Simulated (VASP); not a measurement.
A convergence study with VASP on C (diamond): a few settings are varied, all else stays as given below, so the limit is that of these other settings.

```xyz
2
Lattice="0.0000 1.7835 1.7835 1.7835 0.0000 1.7835 1.7835 1.7835 0.0000" Properties=species:S:1:pos:R:3 pbc="T T T"
C      0.0000     0.0000     0.0000
C      0.8918     0.8918     0.8918
```

All values below come from PBEsol GGA, VASP's PBE PAW potentials (set 64) (plane waves; VASP 6.6.1). The last row used: 700 eV cut-off, 20×20×20 Γ-centred mesh, second-order Methfessel-Paxton smearing of 0.40 eV, potentials C.

Gaps are read on the run's mesh, which can miss a band edge.

```
setting                                   E (eV/atom)  pressure (GPa)  gap on the mesh (eV)  irreducible k-points
----------------------------------------  -----------  --------------  --------------------  --------------------
ISMEAR = -1, SIGMA = 0.01, 7×7×7 mesh         -9.6280           -4.71                 4.122                    20
ISMEAR = -1, SIGMA = 0.1, 7×7×7 mesh          -9.6280           -4.71                 4.122                    20
ISMEAR = 0, SIGMA = 0.01, 7×7×7 mesh          -9.6280           -4.71                 4.122                    20
ISMEAR = 0, SIGMA = 0.2, 7×7×7 mesh           -9.6280           -4.71                 4.122                    20
ISMEAR = 1, SIGMA = 0.05, 7×7×7 mesh          -9.6280           -4.71                 4.122                    20
ISMEAR = 1, SIGMA = 0.2, 7×7×7 mesh           -9.6279           -4.71                 4.122                    20
ISMEAR = 2, SIGMA = 0.05, 7×7×7 mesh          -9.6280           -4.71                 4.122                    20
ISMEAR = 2, SIGMA = 0.2, 7×7×7 mesh           -9.6279           -4.71                 4.122                    20
ISMEAR = -1, SIGMA = 0.01, 14×14×14 mesh      -9.6294           -4.73                 4.008                   104
ISMEAR = -1, SIGMA = 0.2, 14×14×14 mesh       -9.6294           -4.73                 4.008                   104
ISMEAR = 0, SIGMA = 0.01, 14×14×14 mesh       -9.6294           -4.73                 4.008                   104
ISMEAR = 0, SIGMA = 0.4, 14×14×14 mesh        -9.6294           -4.73                 4.008                   104
ISMEAR = 1, SIGMA = 0.05, 14×14×14 mesh       -9.6294           -4.73                 4.008                   104
ISMEAR = 1, SIGMA = 0.4, 14×14×14 mesh        -9.6294           -4.74                 4.008                   104
ISMEAR = 2, SIGMA = 0.05, 14×14×14 mesh       -9.6294           -4.73                 4.008                   104
ISMEAR = 2, SIGMA = 0.4, 14×14×14 mesh        -9.6294           -4.73                 4.008                   104
ISMEAR = -1, SIGMA = 0.05, 20×20×20 mesh      -9.6294           -4.73                 4.013                   256
ISMEAR = -1, SIGMA = 0.2, 20×20×20 mesh       -9.6294           -4.73                 4.013                   256
ISMEAR = 0, SIGMA = 0.1, 20×20×20 mesh        -9.6294           -4.73                 4.013                   256
ISMEAR = 0, SIGMA = 0.4, 20×20×20 mesh        -9.6294           -4.73                 4.013                   256
ISMEAR = 1, SIGMA = 0.1, 20×20×20 mesh        -9.6294           -4.73                 4.013                   256
ISMEAR = 1, SIGMA = 0.4, 20×20×20 mesh        -9.6294           -4.74                 4.013                   256
ISMEAR = 2, SIGMA = 0.1, 20×20×20 mesh        -9.6294           -4.73                 4.013                   256
ISMEAR = 2, SIGMA = 0.4, 20×20×20 mesh        -9.6294           -4.74                 4.013                   256
```

Left out are rungs that failed or repeat a setting and relaxations that didn't move; long series are thinned to 24 rows.

The compound is C in the diamond structure. The cell was not relaxed at this level.
